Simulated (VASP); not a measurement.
A VASP calculation is set up with these files.

**KPOINTS**
```
Automatic mesh
0
Gamma
6 6 6
0 0 0
```

INCAR:
```
SYSTEM = PbSe
PREC = Accurate
ENCUT = 400
EDIFF = 1E-6
NELM = 100
ALGO = Normal
LREAL = .FALSE.
LASPH = .TRUE.
ISMEAR = 0
SIGMA = 0.05
GGA = PE
LMAXMIX = 4
LWAVE = .FALSE.
LCHARG = .FALSE.
ISIF = 2
ISPIN = 2
MAGMOM = 1.0 1.0 1.0 1.0
```

### POSCAR
```
PbSe
1
    0.0000000000     3.0600000000     3.0600000000
    3.0600000000     0.0000000000     3.0600000000
    3.0600000000     3.0600000000     0.0000000000
Pb Se
1 1
Direct
  0.0000000000   0.0000000000   0.0000000000
  0.5000000000   0.5000000000   0.5000000000
```

POTCAR, in this order: Pb_d Se (PBE.64 set). Program: vasp_std.

Problem. One choice in this input is risky. Which, and does it do harm here?

Solution. The risk: MAGMOM holds more values than there are atoms. Here it does no harm: the run (PBE GGA, plane waves, VASP's PBE PAW potentials (set 64)) converges to the same energy and pressure as with the safe setting.
OSZICAR:
```
       N       E                     dE             d eps       ncg     rms          rms(c)
DAV:   1     0.145400314130E+03    0.14540E+03   -0.83775E+03   967   0.111E+03
DAV:   2     0.198547293379E+01   -0.14341E+03   -0.13965E+03  1044   0.309E+02
DAV:   3    -0.794501159285E+01   -0.99305E+01   -0.98638E+01  1205   0.882E+01
DAV:   4    -0.814731853804E+01   -0.20231E+00   -0.20224E+00  1151   0.155E+01
DAV:   5    -0.815441581156E+01   -0.70973E-02   -0.70972E-02  1362   0.255E+00    0.560E+00
DAV:   6    -0.817041223740E+01   -0.15996E-01   -0.81612E-01  1389   0.660E+00    0.221E+00
DAV:   7    -0.817751751480E+01   -0.71053E-02   -0.11752E-01  1045   0.217E+00    0.123E+00
DAV:   8    -0.817962060693E+01   -0.21031E-02   -0.11124E-02  1100   0.817E-01    0.589E-01
DAV:   9    -0.818119444243E+01   -0.15738E-02   -0.24644E-03  1142   0.555E-01    0.245E-01
DAV:  10    -0.818052880315E+01    0.66564E-03   -0.42264E-04  1212   0.207E-01    0.723E-02
DAV:  11    -0.818056114113E+01   -0.32338E-04   -0.58634E-05  1212   0.895E-02    0.386E-02
DAV:  12    -0.818059263905E+01   -0.31498E-04   -0.38766E-05  1114   0.544E-02    0.106E-02
DAV:  13    -0.818059475112E+01   -0.21121E-05   -0.45524E-06  1233   0.251E-02    0.353E-03
DAV:  14    -0.818059510745E+01   -0.35632E-06   -0.84622E-07   900   0.112E-02
   1 F= -.81805951E+01 E0= -.81805950E+01  d E =-.228650E-06  mag=     0.0000
```

The compound is PbSe in the rock salt structure. The cell was not relaxed at this level.
